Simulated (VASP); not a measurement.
Input:

```
CELL_PARAMETERS angstrom
      1.58299    -2.74181     0.00000
      1.58299     2.74181     0.00000
      0.00000     0.00000    13.40302
ATOMIC_POSITIONS crystal
  W  0.33333 0.66667 0.25000
  W  0.66667 0.33333 0.75000
  S  0.33333 0.66667 0.86670
  S  0.66667 0.33333 0.36670
  S  0.66667 0.33333 0.13330
  S  0.33333 0.66667 0.63330
```

Computed with MS2 meta-GGA, VASP's PBE PAW potentials (set 64) (plane waves; VASP). Numerical set-up: 520 eV cut-off, 9×9×2 Γ-centred mesh, tetrahedra with Blöchl corrections, potentials W_sv S.

Unless said otherwise, spin-orbit coupling is left out, though it shifts the bands of the heavy elements here.

Problem. What does the run give for the energy per atom (σ→0), band gap (over mesh and band path) with the smallest direct gap where there is one?

Solution. 
```json
{
 "band gap (over mesh and band path)": "1.55 eV",
 "smallest direct gap (over mesh and band path)": "1.89 eV",
 "energy per atom (σ→0)": "-5.349 eV/atom"
}
```

The compound is WS2 in the 2H layered structure. It was relaxed first, which changed the volume by +10 %.
